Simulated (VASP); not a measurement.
Input:

```
CELL_PARAMETERS angstrom
      0.00000     2.80605     2.80605
      2.80605     0.00000     2.80605
      2.80605     2.80605     0.00000
ATOMIC_POSITIONS crystal
  Ni 0.00000 0.00000 0.00000
  Sb 0.25000 0.25000 0.25000
```

The numbers are results of PBEsol GGA, VASP's PBE PAW potentials (set 64) (plane waves; VASP), not measurements. Numerical set-up: 400 eV cut-off, Gaussian smearing of 0.050 eV, potentials Ni Sb.

Task: Give the energies of bands 2 to 10 at the high-symmetry points, in eV from the Fermi level.

Result: 
```
band      Γ      X      U      L      W
----  -----  -----  -----  -----  -----
2     -2.80  -4.77  -4.24  -4.81  -3.80
3     -2.80  -2.23  -3.13  -2.64  -3.62
4     -2.80  -2.23  -2.38  -2.64  -2.20
5     -1.70  -1.85  -1.96  -1.67  -1.79
6     -1.70  -1.61  -1.69  -1.67  -1.75
7      3.69  -1.41  -1.37  -1.56  -1.55
8      3.69  -0.50  -0.94   1.87  -1.18
9      3.69  -0.50   0.23   1.87  -0.40
10     5.73   4.02   4.56   5.15   7.05
```

It has no gap at this level: it comes out as a metal or semimetal.

The structure was generated: NiSb was put into the zinc blende type (F-43m), which need not be its known phase. It was relaxed first, which changed the volume by -21 %. The run is not spin-polarised, so no magnetic state was tried. The electron count is odd and the run is not spin-polarised, which forces a metal.
